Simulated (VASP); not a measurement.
Input:

```
AgAs
1.0
    3.33874     0.00000     0.00000
    0.00000     3.33874     0.00000
    0.00000     0.00000     3.33874
Ag As
1 1
Direct
  0.00000   0.00000   0.00000
  0.50000   0.50000   0.50000
```

Method: r2SCAN meta-GGA, VASP's PBE PAW potentials (set 64) (plane waves; VASP). Run with 480 eV cut-off, 10×10×10 Γ-centred mesh, first-order Methfessel-Paxton smearing of 0.10 eV, potentials Ag As.

Energy and stress use the plane-wave basis of the starting cell.

### Question
The ions, cell shape and volume at an external pressure of 5.0 GPa are relaxed. Which structure does the run end with?

### Answer

```
AgAs
1.0
    3.28853     0.00000     0.00000
    0.00000     3.28853     0.00000
    0.00000     0.00000     3.28853
Ag As
1 1
Direct
  0.00000   0.00000   0.00000
  0.50000   0.50000   0.50000
```
Space group Pm-3m (221), at a tolerance of 0.03 Å.

### Question
How do energy and volume change from the first to the last step?

### Answer
The energy (σ→0) changes by +13.1 meV/atom and the volume by -4.4 %, in 3 ionic steps.

The structure was generated: AgAs was put into the CsCl type (Pm-3m), which need not be its known phase. This run relaxes it under an external pressure of 5 GPa. Symmetry was kept, so distortions that lower it aren't found.
